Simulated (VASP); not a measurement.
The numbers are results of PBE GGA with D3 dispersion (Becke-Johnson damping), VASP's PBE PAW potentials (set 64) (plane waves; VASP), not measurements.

VASP input:

POSCAR:
```
LiH
1
    0.0000000000     1.9143774159     1.9143774159
    1.9143774159     0.0000000000     1.9143774159
    1.9143774159     1.9143774159     0.0000000000
Li H
1 1
Direct
  0.0000000000   0.0000000000   0.0000000000
  0.5000000000   0.5000000000   0.5000000000
```

**INCAR**
```
ALGO  =  Normal
EDIFF  =  1E-7
ENCUT  =  520
GGA  =  PE
ISIF  =  2
ISMEAR  =  0
IVDW  =  12
LASPH  =  .TRUE.
LCHARG  =  .FALSE.
LREAL  =  .FALSE.
LWAVE  =  .FALSE.
NELM  =  100
PREC  =  Accurate
SIGMA  =  0.05
SYSTEM  =  LiH
```

### KPOINTS
```
Automatic mesh
0
Gamma
12 12 12
0 0 0
```

POTCAR, in this order: Li_sv H (PBE.64 set). Program: vasp_std.

The resulting files:

### OSZICAR
```
       N       E                     dE             d eps       ncg     rms          rms(c)
DAV:   1    -0.212593722236E+01   -0.21259E+01   -0.14992E+03   918   0.620E+02
DAV:   2    -0.627428793917E+01   -0.41484E+01   -0.41295E+01  1212   0.630E+01
DAV:   3    -0.634193448359E+01   -0.67647E-01   -0.67647E-01  1014   0.766E+00
DAV:   4    -0.634297255921E+01   -0.10381E-02   -0.10381E-02  1170   0.749E-01
DAV:   5    -0.634297633007E+01   -0.37709E-05   -0.37709E-05  1032   0.404E-02    0.297E+00
DAV:   6    -0.615370268736E+01    0.18927E+00   -0.14777E-01  1068   0.181E+00    0.151E+00
DAV:   7    -0.608917596995E+01    0.64527E-01   -0.20178E-01  1134   0.236E+00    0.228E-01
DAV:   8    -0.609087437752E+01   -0.16984E-02   -0.48649E-03  1008   0.652E-01    0.391E-02
DAV:   9    -0.609089881497E+01   -0.24437E-04   -0.20119E-04  1296   0.955E-02    0.760E-03
DAV:  10    -0.609090108261E+01   -0.22676E-05   -0.41963E-06   960   0.194E-02    0.155E-03
DAV:  11    -0.609090186307E+01   -0.78046E-06   -0.22171E-07  1158   0.370E-03    0.508E-04
DAV:  12    -0.609090244627E+01   -0.58321E-06   -0.81105E-09   486   0.109E-03    0.285E-04
DAV:  13    -0.609090254512E+01   -0.98848E-07   -0.64041E-09   474   0.485E-04
   1 F= -.64735194E+01 E0= -.64735194E+01  d E =-.644218E-17
```

### OUTCAR
```
------------------------ aborting loop because EDIFF is reached ----------------------------------------
 Edisp (eV)   -0.38262
  FORCE on cell =-STRESS in cart. coord.  units (eV):
  Direction    XX          YY          ZZ          XY          YZ          ZX
  --------------------------------------------------------------------------------------
  Total       0.12251     0.12251     0.12251    -0.00000    -0.00000     0.00000
  in kB      13.98849    13.98849    13.98849    -0.00000    -0.00000     0.00000
  external pressure =       13.99 kB  Pullay stress =        0.00 kB
  volume of cell :       14.03
      direct lattice vectors                 reciprocal lattice vectors
     0.000000000  1.914377416  1.914377416    -0.261181518  0.261181518  0.261181518
     1.914377416  0.000000000  1.914377416     0.261181518 -0.261181518  0.261181518
     1.914377416  1.914377416  0.000000000     0.261181518  0.261181518 -0.261181518
  FREE ENERGIE OF THE ION-ELECTRON SYSTEM (eV)
  ---------------------------------------------------
  free  energy   TOTEN  =        -6.4735194145 eV

  energy  without entropy=       -6.4735194145  energy(sigma->0) =       -6.47351941
```
(Selected blocks of OUTCAR.)

The compound is LiH in the rock salt structure. This cell is one point of a volume scan, at 0.97 of the reference volume.
